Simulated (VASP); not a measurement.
The system is LiCuAuO2.

```
Au Cu O Li
1.0
     2.83519   -1.65590    0.00000
     2.83519    1.65590    0.00000
    -2.03778    0.00000    7.28757
Au Cu O Li
1 1 2 1
Direct
  0.98375 0.98375 0.94830
  0.53811 0.53811 0.63867
  0.87808 0.87808 0.65117
  0.08049 0.08049 0.22148
  0.42581 0.42581 0.24872
```

The cell comes from a database or a generator and needn't be the stable form of this composition.

| Property | Result |
| --- | --- |
| Program | VASP 6.6.1 |
| Task | single point |
| Functional | PBE |
| Potentials or basis | VASP PAW PBE potentials, release 64 (Au, Cu, O, Li_sv) |
| Cutoff | 520 eV |
| k mesh | 9 × 9 × 4 |
| Occupations | fermi-dirac, width 0.05 eV |
| Spin | no spin polarisation |

On this cell: largest force 0.242 eV/Å; band gap on the k mesh none (metal or under the smearing width).

The same run follows on a disturbed copy (atoms moved at random, drawn with an rms of 0.05 Å):

```
CELL_PARAMETERS angstrom
2.83519 -1.65590 0.00000
2.83519 1.65590 0.00000
-2.03778 0.00000 7.28757
ATOMIC_POSITIONS crystal
Au 0.98207 0.99035 0.95243
Cu 0.53615 0.53039 0.63521
O 0.88464 0.86994 0.64526
O 0.09356 0.07521 0.22475
Li 0.42916 0.42283 0.24460
```

Task: What changes?

Result: The energy (extrapolated to zero smearing) moves by +7.9 meV/atom; largest force 0.647 eV/Å; band gap on the k mesh none (metal or under the smearing width).

Forces on the atoms (eV/Å):
```
Au   0.017 -0.150 -0.557
Cu   0.245 -0.178  0.100
O   -0.279  0.248  0.528
O   -0.022  0.160 -0.176
Li   0.038 -0.081  0.104
```

Caveats: an odd number of electrons without spin polarisation forces a metal; a magnetic or distorted state may lie lower; the run has no spin polarisation, though such a crystal can be magnetic; semilocal functionals often make such compounds metallic where correlation or magnetic order opens a gap, which also shifts bond lengths.
